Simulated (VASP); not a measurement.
LiH20ClO10, 32 atoms in the cell. The cell holds a amorphous, 32 atoms: a = 7.007 Å, b = 7.007 Å, c = 7.007 Å, α = 90.00°, β = 90.00°, γ = 90.00°. The cell was built by a generator and needn't be a form met in nature.

```yaml
Program: VASP 6.6.1
Task: single point
Functional: PBE
Dispersion: D3(BJ)
Potentials_or_basis: VASP PAW PBE potentials, release 64 (O, H, Li_sv, Cl)
Cutoff: 520 eV
k_mesh: 1 × 1 × 1
Occupations: fermi-dirac, width 0.05 eV
Spin: no spin polarisation
Dipole_correction: no
Further_INCAR_settings: LREAL = Auto; ALGO = Normal; EDIFF = 1e-06; NBANDS = 67
```

Potentials or basis: VASP PAW PBE potentials, release 64 (O, H, Li_sv, Cl).

The run is started by

```bash
$ cat potpaw_PBE.64/O/POTCAR potpaw_PBE.64/H/POTCAR potpaw_PBE.64/Li_sv/POTCAR potpaw_PBE.64/Cl/POTCAR > POTCAR
$ mpirun -np 1 vasp_gam > vasp.out
```

Hardware: 1 thread of Intel(R) Xeon(R) Platinum 8488C (Sapphire Rapids), with other jobs on the host.

Question: Estimate the wall time of this run.

Answer: It took 46 s on 1 thread of Intel(R) Xeon(R) Platinum 8488C (Sapphire Rapids), with other jobs on the host, peak memory 0.38 GiB. Counts: scf iterations 15, k points 1.
